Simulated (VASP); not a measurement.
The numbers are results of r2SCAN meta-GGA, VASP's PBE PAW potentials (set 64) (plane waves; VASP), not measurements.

A VASP calculation is set up with these files.

POSCAR:
```
MgO
1
    0.0000000000     2.0771556407     2.0771556407
    2.0771556407     0.0000000000     2.0771556407
    2.0771556407     2.0771556407     0.0000000000
Mg O
1 1
Direct
  0.0000000000   0.0000000000   0.0000000000
  0.5000000000   0.5000000000   0.5000000000
```

INCAR:
```
SYSTEM = MgO
PREC = Accurate; ENCUT = 620; LREAL = .FALSE.
LASPH = .TRUE.
EDIFF = 1E-6; NELM = 100; ALGO = Normal
LMIXTAU = .TRUE.
ISMEAR = 0; SIGMA = 0.05
METAGGA = R2SCAN
IBRION = 2; NSW = 40; ISIF = 3
EDIFFG = -0.02; PSTRESS = 100
LWAVE = .FALSE.; LCHARG = .FALSE.
```

### KPOINTS
```
Regular mesh
0
gamma
 11 11 11
```

POTCAR, in this order: Mg O (PBE.64 set). Program: vasp_std.

The resulting files:

File OSZICAR:
```
       N       E                     dE             d eps       ncg     rms          rms(c)
DAV:   1     0.151519800833E+02    0.15152E+02   -0.54771E+03  1032   0.107E+03
DAV:   2    -0.192130580639E+02   -0.34365E+02   -0.33123E+02  1032   0.169E+02
DAV:   3    -0.198143601801E+02   -0.60130E+00   -0.60130E+00  1240   0.246E+01
DAV:   4    -0.198151781398E+02   -0.81796E-03   -0.81796E-03  1152   0.869E-01
DAV:   5    -0.198151795025E+02   -0.13627E-05   -0.13627E-05  1216   0.267E-02    0.686E+00
DAV:   6    -0.159355866418E+02    0.38796E+01   -0.47670E+00   896   0.156E+01    0.204E+00
DAV:   7    -0.163498476354E+02   -0.41426E+00   -0.14104E+00   920   0.102E+01    0.197E+00
DAV:   8    -0.159801146880E+02    0.36973E+00   -0.20642E+00   896   0.128E+01    0.195E+00
DAV:   9    -0.160947384379E+02   -0.11462E+00   -0.65909E-01   896   0.692E+00    0.438E-01
DAV:  10    -0.161568594102E+02   -0.62121E-01   -0.47431E-02   912   0.229E+00    0.127E-01
DAV:  11    -0.161569884213E+02   -0.12901E-03   -0.68866E-04  1224   0.262E-01    0.726E-02
DAV:  12    -0.161569982213E+02   -0.98000E-05   -0.11352E-04   920   0.171E-01    0.462E-02
DAV:  13    -0.161569882789E+02    0.99424E-05   -0.47700E-04   944   0.262E-01    0.355E-03
DAV:  14    -0.161571026571E+02   -0.11438E-03   -0.29981E-05   936   0.930E-02    0.142E-03
DAV:  15    -0.161570932567E+02    0.94004E-05   -0.62079E-07   840   0.851E-03    0.239E-03
DAV:  16    -0.161571002786E+02   -0.70220E-05   -0.72045E-07   536   0.842E-03    0.495E-04
DAV:  17    -0.161570991151E+02    0.11635E-05   -0.10147E-07   520   0.520E-03    0.101E-04
DAV:  18    -0.161570993079E+02   -0.19279E-06   -0.28247E-09   488   0.862E-04
   1 F= -.15038366E+02 E0= -.15038366E+02  d E =-.150384E+02
       N       E                     dE             d eps       ncg     rms          rms(c)
DAV:   1    -0.162018695703E+02   -0.44770E-01   -0.18910E+00   896   0.148E+01    0.212E+00
DAV:   2    -0.161165118939E+02    0.85358E-01   -0.47743E-01   896   0.534E+00    0.295E-01
DAV:   3    -0.161168401516E+02   -0.32826E-03   -0.80702E-03   928   0.116E+00    0.119E-01
DAV:   4    -0.161151897904E+02    0.16504E-02   -0.16360E-03   896   0.661E-01    0.604E-02
DAV:   5    -0.161166606599E+02   -0.14709E-02   -0.66510E-04   896   0.430E-01    0.820E-03
DAV:   6    -0.161164992353E+02    0.16142E-03   -0.47424E-05   960   0.117E-01    0.518E-03
DAV:   7    -0.161165517389E+02   -0.52504E-04   -0.16494E-05   920   0.546E-02    0.293E-03
DAV:   8    -0.161165342394E+02    0.17500E-04   -0.42475E-06   928   0.308E-02    0.182E-04
DAV:   9    -0.161165423850E+02   -0.81456E-05   -0.16515E-07   528   0.675E-03    0.158E-04
DAV:  10    -0.161165420503E+02    0.33467E-06   -0.41864E-09   496   0.943E-04
   2 F= -.15042367E+02 E0= -.15042367E+02  d E =-.400056E-02
       N       E                     dE             d eps       ncg     rms          rms(c)
DAV:   1    -0.161495562866E+02   -0.33014E-01   -0.28787E-01   896   0.570E+00    0.828E-01
DAV:   2    -0.161367807538E+02    0.12776E-01   -0.73839E-02   896   0.210E+00    0.109E-01
DAV:   3    -0.161365544763E+02    0.22628E-03   -0.11837E-03   928   0.450E-01    0.436E-02
DAV:   4    -0.161369533764E+02   -0.39890E-03   -0.28429E-04   896   0.273E-01    0.242E-02
DAV:   5    -0.161366941706E+02    0.25921E-03   -0.12645E-04   912   0.183E-01    0.321E-03
DAV:   6    -0.161367710251E+02   -0.76854E-04   -0.88694E-06   928   0.492E-02    0.199E-03
DAV:   7    -0.161367494721E+02    0.21553E-04   -0.25532E-06   912   0.218E-02    0.105E-03
DAV:   8    -0.161367576646E+02   -0.81924E-05   -0.53159E-07   920   0.109E-02    0.656E-05
DAV:   9    -0.161367544105E+02    0.32540E-05   -0.27443E-08   480   0.277E-03    0.629E-05
DAV:  10    -0.161367545526E+02   -0.14209E-06   -0.73606E-10   456   0.414E-04
   3 F= -.15045321E+02 E0= -.15045321E+02  d E =-.695492E-02
```

**OUTCAR**
```
------------------------ aborting loop because EDIFF is reached ----------------------------------------
  FORCE on cell =-STRESS in cart. coord.  units (eV):
  Direction    XX          YY          ZZ          XY          YZ          ZX
  --------------------------------------------------------------------------------------
  Total        1.0903684      1.0903684      1.0903684      0.0000000     -0.0000000      0.0000000
  in kB       99.9024108     99.9024108     99.9024108      0.0000000     -0.0000000      0.0000000
  external PRESSURE =      -0.0975892 kB  Pullay stress =     100.0000000 kB
  volume of cell :       17.49
      direct lattice vectors                 reciprocal lattice vectors
    -0.000000000  2.060120514  2.060120514    -0.242704248  0.242704248  0.242704248
     2.060120514  0.000000000  2.060120514     0.242704248 -0.242704248  0.242704248
     2.060120514  2.060120514 -0.000000000     0.242704248  0.242704248 -0.242704248
  FREE ENERGIE OF THE ION-ELECTRON SYSTEM (eV)
  ---------------------------------------------------
  free  energy   TOTEN  =       -16.1367545526 eV

  energy  without entropy=      -16.1367545526  energy(sigma->0) =      -16.13675455
  enthalpy is  TOTEN    =       -15.0453210177 eV   P V=        1.0914335349

 reached required accuracy - stopping structural energy minimisation
```
(Selected blocks of OUTCAR.)

### CONTCAR
```
MgO
   1.00000000000000
    -0.0000000000000000    2.0601205143492192    2.0601205143492192
     2.0601205143492192    0.0000000000000000    2.0601205143492192
     2.0601205143492192    2.0601205143492192   -0.0000000000000000
  Mg              O
     1     1
Direct
     0.0000000000000000    0.0000000000000000    0.0000000000000000
     0.5000000000000000    0.5000000000000000    0.5000000000000000
```

Energy and stress use the plane-wave basis of the starting cell.

The compound is MgO in the rock salt structure. This run relaxes it under an external pressure of 10 GPa. Symmetry was kept, so distortions that lower it aren't found.
